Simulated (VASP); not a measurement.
Ti, 2 atoms in the cell. Symmetry: P6_3/mmc, No. 194, hexagonal system. Conventional cell: a = 2.924 Å, b = 2.924 Å, c = 4.626 Å, α = 90.00°, β = 90.00°, γ = 120.00°. Ti (site symmetry -6m2) has 12 Ti at 2.86 to 2.92 Å as nearest neighbours. 

```yaml
Program: VASP 6.6.1
Task: relaxation of cell and atoms
Functional: PBE
Potentials_or_basis: VASP PAW PBE potentials, release 64 (Ti)
Cutoff: 520 eV
k_mesh: 18 × 18 × 10
Occupations: gaussian, width 0.1 eV
Spin: no spin polarisation
Further_INCAR_settings: ALGO = Normal; EDIFF = 1e-07; IBRION = 2; EDIFFG = -0.002; NSW = 80; ISIF = 3
```

Potentials or basis: VASP PAW PBE potentials, release 64 (Ti).

The run is started by

```sh
$ cat potpaw_PBE.64/Ti/POTCAR > POTCAR
$ mpirun -np 1 vasp_std > vasp.out
```

Hardware: 1 thread of Intel(R) Xeon(R) Platinum 8488C (Sapphire Rapids), with other jobs on the host.

Question: How long does it take, and how much memory?

Answer: Run time: 23 s on 1 thread of Intel(R) Xeon(R) Platinum 8488C (Sapphire Rapids), with other jobs on the host, peak memory 0.2 GiB. Counts: scf iterations 13, k points 222, ion steps 1.
